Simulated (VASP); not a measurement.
```xyz
3
Lattice="0.0000 2.6536 2.7119 2.6230 0.0000 2.7119 2.6230 2.6536 0.0000" Properties=species:S:1:pos:R:3 pbc="T T T"
Co     0.0000     0.0000     0.0000
Si     1.3115     1.3268     1.3560
Si     3.9873     3.9804     4.0679
```

Calculation: PBE GGA + U (Dudarev), VASP's PBE PAW potentials (set 64) (plane waves; VASP). Settings: 400 eV cut-off, 9×9×9 Γ-centred mesh, first-order Methfessel-Paxton smearing of 0.10 eV, potentials Co Si, U − J: Co 4.00 eV.

### Question
Give the force on each atom (eV/Å).

### Answer

```tsv
atom	Fx	Fy	Fz
Co1	0.301	0.000	0.000
Si2	0.142	0.000	0.000
Si3	-0.443	0.000	0.000
```

### Question
Give the stress tensor in GPa (positive for a compressed cell).

### Answer

```
 0.06   0.00   0.00
 0.00  -1.27   2.07
 0.00   2.07  -3.17
```
The pressure is its mean diagonal, -1.46 GPa.

The compound is CoSi2 in the fluorite structure. The cell was not relaxed at this level, atoms are displaced from their ideal sites. The run is one of a series of settings (LDAU = .TRUE., LDAUJ = 0 0, LDAUL = 2 -1, LDAUTYPE = 2, LDAUU = 4.0 0 against the base run), some of them coarse on purpose. The run is not spin-polarised, so no magnetic state was tried. The electron count is odd and the run is not spin-polarised, which forces a metal.
